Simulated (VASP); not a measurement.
# Fe (Iron-alpha) with PBE + D3(BJ): from relaxation to properties, part 5 of 5

What structure and properties does PBE + D3(BJ) give Fe (Iron-alpha), and how near are they to the measured ones? Left out of this account: 1 further run (phonons: it ended without a result to show). The start is a cell from a database of measured crystal structures.

VASP 6.6.1, plane waves and PAW; the level of theory is named at each step.

Still holding for the runs below: The magnetic order is the lowest of the few collinear ones tried above; longer or canted patterns were not tried.

So far, moment of the cell, from the last line of the log (μB): step 2 (magnetic order: ferromagnetic) 2.25; step 6 (full relaxation (PBE + D3(BJ))) 2.08; step 7 (second relaxation) 2.13; step 8 (single point with fields (PBE + D3(BJ))) 2.13. The relaxed cell has a = 2.802 Å (conventional setting).

## 10. Total and projected DOS (PBE + D3(BJ)) (continued)

Level of this step: PBE with D3(BJ), spin-polarised from a ferromagnetic start (one magnetic atom a cell); plane waves and PAW (Fe) (VASP).

The density of states has structure finer than the step of the table below, so its rows give means over 0.5 eV, whole bins alone (the curve runs from -11.9 to 7.94 eV). Peaks (eV: height): total up -4.33: 1.13, -3.46: 2.11, -2.59: 1.65, -0.86: 2.56; total down -2.81: 0.699, -1.80: 1.43, 1.38: 1.43, 1.88: 3.77; Fe d up -4.33: 0.825, -3.46: 1.86, -2.59: 1.40, -0.86: 2.48; Fe d down -1.80: 1.20, 1.88: 3.67; Fe p up -4.33: 0.0861, -3.46: 0.109, -2.67: 0.126, 3.40: 0.045.

States under -11.9 eV and over 7.9 eV are left out. Density of states against energy, zero at the Fermi level; means over each step; 7 of 8 lines; values in states/eV/cell:

| energy (eV) | total up | total down | Fe d up | Fe d down | Fe p up | Fe p down | Fe s up |
| --- | --- | --- | --- | --- | --- | --- | --- |
| -9.0 | 0 | 0 | 0 | 0 | 0 | 0 | 0 |
| -8.5 | 0.00678 | 0.00182 | 0 | 0 | 1.3e-4 | 1.4e-5 | 0.00497 |
| -8.0 | 0.0248 | 0.0197 | 5.4e-5 | 0 | 0.00124 | 8.0e-4 | 0.0175 |
| -7.5 | 0.0372 | 0.0321 | 6.6e-4 | 2.4e-4 | 0.00303 | 0.00231 | 0.0248 |
| -7.0 | 0.0496 | 0.0431 | 0.00186 | 7.6e-4 | 0.00556 | 0.00445 | 0.0306 |
| -6.5 | 0.0647 | 0.0537 | 0.00465 | 0.00180 | 0.00878 | 0.00712 | 0.0366 |
| -6.0 | 0.0867 | 0.0660 | 0.0118 | 0.00383 | 0.0132 | 0.0104 | 0.0431 |
| -5.5 | 0.131 | 0.0807 | 0.0321 | 0.00759 | 0.0196 | 0.0143 | 0.0535 |
| -5.0 | 0.412 | 0.102 | 0.234 | 0.0151 | 0.0330 | 0.0193 | 0.0857 |
| -4.5 | 0.834 | 0.137 | 0.587 | 0.0319 | 0.0599 | 0.0254 | 0.0832 |
| -4.0 | 0.568 | 0.236 | 0.445 | 0.0944 | 0.0355 | 0.0341 | 0.0292 |
| -3.5 | 1.05 | 0.363 | 0.928 | 0.192 | 0.0508 | 0.0428 | 0.00368 |
| -3.0 | 0.966 | 0.564 | 0.828 | 0.373 | 0.0624 | 0.0568 | 0.0102 |
| -2.5 | 1.20 | 0.437 | 1.01 | 0.323 | 0.0928 | 0.0378 | 0.0178 |
| -2.0 | 0.422 | 0.761 | 0.350 | 0.628 | 0.0377 | 0.0634 | 0.00653 |
| -1.5 | 0.944 | 1.15 | 0.876 | 0.945 | 0.0263 | 0.107 | 0.00557 |
| -1.0 | 2.06 | 1.15 | 1.98 | 0.924 | 0.0219 | 0.127 | 0.0103 |
| -0.5 | 0.895 | 0.543 | 0.830 | 0.434 | 0.0285 | 0.0642 | 0.0129 |
| 0.0 | 0.711 | 0.235 | 0.658 | 0.189 | 0.0248 | 0.0277 | 0.0108 |
| 0.5 | 0.180 | 0.417 | 0.138 | 0.388 | 0.0218 | 0.0107 | 0.0108 |
| 1.0 | 0.148 | 0.945 | 0.0918 | 0.894 | 0.0315 | 0.0127 | 0.0117 |
| 1.5 | 0.146 | 1.27 | 0.0817 | 1.23 | 0.0381 | 0.00829 | 0.0121 |
| 2.0 | 0.141 | 1.68 | 0.0725 | 1.62 | 0.0415 | 0.0174 | 0.0119 |
| 2.5 | 0.133 | 0.385 | 0.0626 | 0.346 | 0.0436 | 0.0187 | 0.0113 |
| 3.0 | 0.125 | 0.206 | 0.0558 | 0.158 | 0.0440 | 0.0269 | 0.0104 |
| 3.5 | 0.119 | 0.182 | 0.0504 | 0.128 | 0.0444 | 0.0325 | 0.00940 |
| 4.0 | 0.108 | 0.162 | 0.0431 | 0.104 | 0.0426 | 0.0365 | 0.00810 |
| 4.5 | 0.0971 | 0.147 | 0.0373 | 0.0874 | 0.0402 | 0.0385 | 0.00683 |
| 5.0 | 0.0874 | 0.133 | 0.0323 | 0.0734 | 0.0376 | 0.0393 | 0.00567 |
| 5.5 | 0.0771 | 0.117 | 0.0278 | 0.0599 | 0.0341 | 0.0383 | 0.00459 |
| 6.0 | 0.0582 | 0.103 | 0.0197 | 0.0494 | 0.0270 | 0.0365 | 0.00332 |
| 6.5 | 0.0399 | 0.0886 | 0.0122 | 0.0404 | 0.0197 | 0.0334 | 0.00223 |
| 7.0 | 0.0253 | 0.0707 | 0.00711 | 0.0299 | 0.0130 | 0.0287 | 0.00140 |
| 7.5 | 0.0248 | 0.0456 | 0.00774 | 0.0168 | 0.0109 | 0.0205 | 0.00278 |

The finer mesh and the other smearing move the Fermi level by -0.05 eV from the 10×10×10 run, a small shift, which tests the Fermi level alone. Of the states within 0.3 eV of the Fermi level, the largest shares in the PAW spheres are Fe d 89 % and Fe p 6 %. The rest lies in smaller channels or between the spheres.

## 11. Core-level energies (PBE + D3(BJ))

ICORELEVEL = 1 prints the core eigenvalues in the potential of the ground state.

INCAR

```
SYSTEM = Fe
PREC = Accurate
ENCUT = 400
EDIFF = 1E-06
NELM = 100
ISMEAR = 1
SIGMA = 0.2
LREAL = .FALSE.
ALGO = Normal
GGA = PE
IVDW = 12
NBANDS = 12
ISPIN = 2
MAGMOM = 2.125
LASPH = .TRUE.
LMAXMIX = 4
LORBIT = 11
LWAVE = .FALSE.
LCHARG = .FALSE.
KPAR = 4
ICORELEVEL = 1
```

POSCAR

```
Fe
1.0
   -1.4009749092      1.4009749092      1.4009749092
    1.4009749092     -1.4009749092      1.4009749092
    1.4009749092      1.4009749092     -1.4009749092
Fe
1
Direct
    0.0000000000      0.0000000000      0.0000000000
```

KPOINTS

```
Automatic mesh
0
Gamma
10 10 10
0 0 0
```

PAW data sets: Fe (PBE family, release 64).

On the command line:

```bash
$ mpirun -np 4 vasp_std
```

The log of the run:

```text
[... set-up lines as in an earlier step ...]
 entering main loop
       N       E                     dE             d eps       ncg     rms          rms(c)
DAV:   1     0.146948482042E+02    0.14695E+02   -0.34118E+03  2528   0.676E+02
DAV:   2    -0.875081064899E+01   -0.23446E+02   -0.21852E+02  2320   0.114E+02
DAV:   3    -0.926821612448E+01   -0.51741E+00   -0.50945E+00  2668   0.197E+01
DAV:   4    -0.926996359873E+01   -0.17475E-02   -0.17473E-02  2480   0.101E+00
DAV:   5    -0.926997415581E+01   -0.10557E-04   -0.10557E-04  2664   0.812E-02    0.118E+01
DAV:   6    -0.830371899653E+01    0.96626E+00   -0.10335E+01  2536   0.426E+01    0.497E+00
DAV:   7    -0.825402536264E+01    0.49694E-01   -0.57049E-01  2572   0.968E+00    0.319E+00
DAV:   8    -0.825152337887E+01    0.25020E-02   -0.99920E-03  2780   0.728E-01    0.153E+00
DAV:   9    -0.824276141124E+01    0.87620E-02   -0.11435E-02  2940   0.757E-01    0.586E-01
DAV:  10    -0.824420605001E+01   -0.14446E-02   -0.48445E-03  2504   0.608E-01    0.254E-01
DAV:  11    -0.824447651833E+01   -0.27047E-03   -0.15050E-04  2864   0.934E-02    0.104E-01
DAV:  12    -0.824455671340E+01   -0.80195E-04   -0.66008E-05  2516   0.662E-02    0.510E-02
DAV:  13    -0.824457245793E+01   -0.15745E-04   -0.19421E-05  2680   0.382E-02    0.772E-03
DAV:  14    -0.824457193111E+01    0.52682E-06   -0.50235E-07  1276   0.952E-03
   1 F= -.86142545E+01 E0= -.86140264E+01  d E =-.684500E-03  mag=     2.1303
```

The job ended after 3.2 s (4 MPI ranks of AMD EPYC 9R45, shared host; peak memory 0.45 GiB; 11 s of CPU time).

From OUTCAR (step 11):

```text
   NELECT =       8.0000    total number of electrons

 the core state eigenenergies are
   1-  1s  -6985.7023  2s   -806.8720  2p   -685.6128  3s    -80.6368  3p    -46.7072

 E-fermi :   6.2123

 k-point     2 :       0.1000    0.0000    0.0000
  band No.  band energies     occupation
    ...
      2       3.6780      1.00000
      3       3.7789      1.00000
      4       4.0249      1.00000
      5       4.9689      1.00000
      6       5.0843      1.00000
      7      29.1595      0.00000
      8      30.8621      0.00000
      9      31.2775      0.00000
     10      35.8750      0.00000
     11      35.8981      0.00000
    ...

 Edisp (eV)   -0.36968

  Total      -0.00222    -0.00222    -0.00222     0.00000    -0.00000     0.00000
  in kB      -0.32306    -0.32306    -0.32306     0.00000    -0.00000     0.00000
  external pressure =       -0.32 kB  Pullay stress =        0.00 kB

  FREE ENERGIE OF THE ION-ELECTRON SYSTEM (eV)
  ---------------------------------------------------
  free  energy   TOTEN  =        -8.6142545228 eV

  energy  without entropy=       -8.6135700232  energy(sigma->0) =       -8.61402636

[... 16 parts as in an earlier step ...]

[... 8 further parts left out ...]
```

These are scalar-relativistic Kohn-Sham levels of the ground state, with no core hole, so they are not binding energies.

This step gave:

```
bands                                             : 12
irreducible k-points                              : 47
free energy (TOTEN)                               : -8.614 eV
Fermi energy                                      : 6.212 eV
pressure                                          : -0.03231 GPa
moment of the cell, from the last line of the log : 2.130 μB
```

Kohn-Sham core levels. Core levels, by row:

```
atom  shell  level below the Fermi level (eV)
 Fe1     1s                              6992
 Fe1     2s                             813.1
 Fe1     2p                             691.8
 Fe1     3s                             86.85
 Fe1     3p                             52.92
```

## 12. Results

```yaml
relaxed_volume: 11.00 Å³/atom
relaxed_conventional_cell_a_b_c: 2.802, 2.802, 2.802 Å
space_group_after_relaxing_within_0p02_a: Im-3m (No. 229)
moment_of_the_cell_14x14x14_mesh: 2.14 μB
largest_site_moment_14x14x14_mesh: 2.13 μB on Fe1
band_gap: none, a metal
dos_at_the_fermi_level: 0.941 states/eV/cell
shallowest_level_of_the_frozen_cores: Fe1 3p, 52.9 eV deep
```

**Reading.** With PBE + D3(BJ), Fe (Iron-alpha) relaxes to 11.00 Å³/atom in space group Im-3m, comes out as a metal and keeps moments of up to 2.13 μB (14×14×14 mesh). Against the listed cell the volume lies -6.6 %. Of 3 collinear starts at PBE + D3(BJ), the lowest ends ferromagnetic. Band structure (PBE + D3(BJ)), spin up: Of the bands kept, 4 cross the Fermi level on this path. Band structure (PBE + D3(BJ)), spin down: Of the bands kept, 2 cross the Fermi level on this path. The k-sampling is coarse for a metal, so the Fermi level, moments, pressures and the shape of the cell carry errors. Only a few collinear orders were tried, on the cell as listed. No search among competing phases was made. All values are for a static lattice at zero temperature.

Computed beside measured:

| quantity | measured | PBE with D3(BJ) |
| --- | --- | --- |
| lattice constant a (Å) | 2.866 | 2.802 (-2.2 %) |
| moment of Fe (spin moment of the cell, by atom) (μB) | 2.2 | 2.14 (-2.8 %) |

Measured values from pmc:2430951 (2008) and pmc:4870625 (2016).

Verdict: The lattice constant a is off by -2.2 %: a clear miss. The moment of Fe is off by -2.8 %: good agreement. The grades are ours: good and fair within 0.7 and 1.5 % for the lattice constant a. For lattice constants the calculation has a static lattice, without zero-point motion or thermal expansion.

[Lines on the potential files, build, host, timing and source positions are cut from VASP's logs without a mark.]

[Logs are printed without paths, hosts, clocks, repeated set-up lines and the standing remarks that a program may print on its own settings, such as how far it seeks lower states.]

[Hosts, paths, dates, database ids (printed as entryN), source tags and the programs' standing remarks are cut or masked in the printed files.]

[Measured values are set beside computed ones only where the two were judged alike; some that the calculation misses by far are left out.]
